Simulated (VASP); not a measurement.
Consider the following.

Cu is taken in the cubic space group Fm-3m (No. 225), the fcc (Cu type) structure, Pearson symbol cF4. Conventional cell: a = b = c = 3.6287 Å, α = β = γ = 90.00°. Cu on 4a is surrounded by 12 Cu at 2.566 Å (cuboctahedral). (Neighbours: up to the widest gap in distance over summed covalent radii, below 1.35, at either atom.)
(The calculation used a cell of 1 atom; values per cell refer to that cell.)

All values below come from PBE GGA, VASP's PBE PAW potentials (set 64) (plane waves; VASP). Run with 480 eV cut-off, 16×16×16 Γ-centred mesh, first-order Methfessel-Paxton smearing of 0.10 eV, potentials Cu.

Each relaxation starts from this cell; other phases were not tried.

Q: The cell is relaxed at 5 GPa. What happens?

A: The volume per atom goes from 11.95 to 11.60 Å³ (-2.9 %), and the cell becomes a = b = c = 3.5931 Å, α = β = γ = 90.00°, space group Fm-3m.

Q: The cell is relaxed at 20 GPa. What happens?

A: The volume per atom goes from 11.95 to 10.74 Å³ (-10.1 %), and the cell becomes a = b = c = 3.5027 Å, α = β = γ = 90.00°, space group Fm-3m.

Failed runs are left out, and for metals the shear rows, which the mesh's noise covers.

The compound is Cu in the fcc structure.
